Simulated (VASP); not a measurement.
VASP ran on this input.

**INCAR**
```
SYSTEM = Ag
PREC = Accurate
ENCUT = 400
EDIFF = 1E-6
NELM = 100
ALGO = Normal
LREAL = .FALSE.
LASPH = .TRUE.
ISMEAR = 1
SIGMA = 0.1
GGA = PE
LMAXMIX = 4
LWAVE = .FALSE.
LCHARG = .FALSE.
ISIF = 2
LEPSILON = .TRUE.
```

### POSCAR
```
Ag
1
    0.0000000000     2.0450000000     2.0450000000
    2.0450000000     0.0000000000     2.0450000000
    2.0450000000     2.0450000000     0.0000000000
Ag
1
Direct
  0.0000000000   0.0000000000   0.0000000000
```

### KPOINTS
```
Automatic mesh
0
Gamma
12 12 12
0 0 0
```

POTCAR, in this order: Ag (PBE.64 set). Program: vasp_std.

Output

### standard output
```
...
RMM:   2    -0.242219474011E+00   -0.51488E-02   -0.21254E-03  2049   0.293E-01
RMM:   3    -0.242244820137E+00   -0.25346E-04   -0.27236E-05  2051   0.303E-02
RMM:   4    -0.242245244560E+00   -0.42442E-06   -0.37090E-07  1699   0.366E-03
 change of polarisation eV/A/(eV/A) component  1 :     0.484     0.090    -0.072
 dielectric tensor                  component  1 :     6.126     0.948    -0.759
 Linear response to external field (no local field effect), progress :
  Direction:   2
       N       E                     dE             d eps       ncg     rms          rms(c)
RMM:   1    -0.180984585722E+00   -0.18098E+00   -0.57157E-01  2205   0.257E+00
RMM:   2    -0.184618944098E+00   -0.36344E-02   -0.15032E-03  2056   0.270E-01
RMM:   3    -0.184634634826E+00   -0.15691E-04   -0.17596E-05  2071   0.267E-02
RMM:   4    -0.184634918232E+00   -0.28341E-06   -0.21366E-07  1726   0.312E-03
 change of polarisation eV/A/(eV/A) component  2 :     0.090     0.369    -0.002
 dielectric tensor                  component  2 :     0.948     4.907    -0.018
 Linear response to external field (no local field effect), progress :
  Direction:   3
       N       E                     dE             d eps       ncg     rms          rms(c)
RMM:   1    -0.139923355084E+00   -0.13992E+00   -0.30544E-01  2159   0.236E+00
RMM:   2    -0.142167959257E+00   -0.22446E-02   -0.95039E-04  2023   0.233E-01
RMM:   3    -0.142180267663E+00   -0.12308E-04   -0.10824E-05  1985   0.228E-02
RMM:   4    -0.142180436335E+00   -0.16867E-06   -0.17028E-07  1554   0.294E-03
 change of polarisation eV/A/(eV/A) component  3 :    -0.072    -0.002     0.284
 dielectric tensor                  component  3 :    -0.759    -0.018     4.008
 Linear response to external field, progress :
  Direction:   1
       N       E                     dE             d eps       ncg     rms          rms(c)
RMM:   1    -0.185994097663E+00   -0.18599E+00   -0.57595E-01  4997   0.256E+00
RMM:   2    -0.189668823948E+00   -0.36747E-02   -0.15261E-03  4584   0.265E-01    0.377E-01
RMM:   3    -0.184909129635E+00    0.47597E-02   -0.34806E-03  4341   0.509E-01    0.194E-01
RMM:   4    -0.185368005806E+00   -0.45888E-03   -0.40388E-03  4515   0.539E-01    0.238E-02
RMM:   5    -0.185648790581E+00   -0.28078E-03   -0.24088E-05  4701   0.510E-02    0.185E-03
RMM:   6    -0.185643750803E+00    0.50398E-05   -0.29251E-07  4665   0.493E-03    0.365E-04
RMM:   7    -0.185643121815E+00    0.62899E-06   -0.17296E-08  3570   0.112E-03    0.187E-04
 change of polarisation eV/A/(eV/A) component  1 :     0.365     0.007    -0.020
 dielectric tensor                  component  1 :     4.858     0.078    -0.210
 Linear response to external field, progress :
  Direction:   2
       N       E                     dE             d eps       ncg     rms          rms(c)
RMM:   1    -0.185992237522E+00   -0.18599E+00   -0.57593E-01  4999   0.256E+00
RMM:   2    -0.189668756702E+00   -0.36765E-02   -0.15265E-03  4586   0.265E-01    0.377E-01
RMM:   3    -0.184908498324E+00    0.47603E-02   -0.34786E-03  4343   0.510E-01    0.194E-01
RMM:   4    -0.185368299686E+00   -0.45980E-03   -0.40460E-03  4523   0.539E-01    0.238E-02
RMM:   5    -0.185649727648E+00   -0.28143E-03   -0.23893E-05  4702   0.508E-02    0.192E-03
RMM:   6    -0.185643757428E+00    0.59702E-05   -0.29036E-07  4666   0.498E-03    0.368E-04
RMM:   7    -0.185643019010E+00    0.73842E-06    0.68464E-09  3599   0.113E-03    0.188E-04
 change of polarisation eV/A/(eV/A) component  2 :     0.018     0.365     0.015
 dielectric tensor                  component  2 :     0.189     4.858     0.162
 Linear response to external field, progress :
  Direction:   3
       N       E                     dE             d eps       ncg     rms          rms(c)
RMM:   1    -0.185992238578E+00   -0.18599E+00   -0.57593E-01  4997   0.256E+00
RMM:   2    -0.189668761631E+00   -0.36765E-02   -0.15263E-03  4586   0.265E-01    0.377E-01
RMM:   3    -0.184908365887E+00    0.47604E-02   -0.34755E-03  4337   0.510E-01    0.194E-01
RMM:   4    -0.185368159246E+00   -0.45979E-03   -0.40436E-03  4528   0.539E-01    0.238E-02
RMM:   5    -0.185649879128E+00   -0.28172E-03   -0.23898E-05  4704   0.508E-02    0.193E-03
RMM:   6    -0.185643763276E+00    0.61159E-05   -0.29026E-07  4676   0.499E-03    0.368E-04
RMM:   7    -0.185643024096E+00    0.73918E-06    0.14424E-08  3603   0.113E-03    0.188E-04
 change of polarisation eV/A/(eV/A) component  3 :    -0.010     0.034     0.365
 dielectric tensor                  component  3 :    -0.103     0.358     4.858
 Born effective charges drift removed
```

File OUTCAR:
```
------------------------ aborting loop because EDIFF is reached ----------------------------------------

 HEAD OF MICROSCOPIC STATIC DIELECTRIC TENSOR (INDEPENDENT PARTICLE, excluding Hartree and local field effects)
 ------------------------------------------------------
           5.013505     0.000000    -0.000000
          -0.000000     5.013505    -0.000000
           0.000000     0.000000     5.013505
 ------------------------------------------------------

 MACROSCOPIC STATIC DIELECTRIC TENSOR (including local field effects in DFT)
 ------------------------------------------------------
           4.857697     0.000000    -0.000000
           0.000000     4.857697     0.000000
           0.000000     0.000000     4.857697
 ------------------------------------------------------

 PIEZOELECTRIC TENSOR (including local field effects)  for field in x, y, z        (e  Angst)
          XX          YY          ZZ          XY          YZ          ZX
  --------------------------------------------------------------------------------
  x     0.00000     0.00000     0.00000     0.00000     0.00000     0.00000
  y     0.00000     0.00000     0.00000     0.00000     0.00000     0.00000
  z     0.00000     0.00000     0.00000     0.00000     0.00000     0.00000

 PIEZOELECTRIC TENSOR (including local field effects)  for field in x, y, z        (C/m^2)
          XX          YY          ZZ          XY          YZ          ZX
  --------------------------------------------------------------------------------
  x     0.00000     0.00000     0.00000     0.00000     0.00000     0.00000
  y     0.00000     0.00000     0.00000     0.00000     0.00000     0.00000
  z     0.00000     0.00000     0.00000     0.00000     0.00000     0.00000

 BORN EFFECTIVE CHARGES (including local field effects) (in |e|, cummulative output)
 ---------------------------------------------------------------------------------
 ion    1
    1     0.00000     0.00000     0.00000
    2     0.00000     0.00000     0.00000
    3     0.00000     0.00000     0.00000
```
(Selected blocks of OUTCAR.)

Task: Read input and log: which fault does this run have?
(A) ISPIN is misspelt, so the run is not spin-polarised
(B) LEPSILON was set for a metal
(C) a line-mode KPOINTS file was used for a self-consistent run
(D) LSORBIT needs the non-collinear program vasp_ncl

Result: B, LEPSILON was set for a metal. The run ends without an error. Against the sound run, the energy per atom (σ→0) stays essentially unchanged; the pressure stays essentially unchanged.

To mend it, drop LEPSILON, since a metal has no finite static dielectric tensor or Born charges. The plain static run on this cell (PBE GGA, plane waves, VASP's PBE PAW potentials (set 64)) converges, and its OSZICAR ends with
```
   1 F= -.27031622E+01 E0= -.27029940E+01  d E =-.504691E-03
```

The compound is Ag in the fcc structure. The cell was not relaxed at this level.
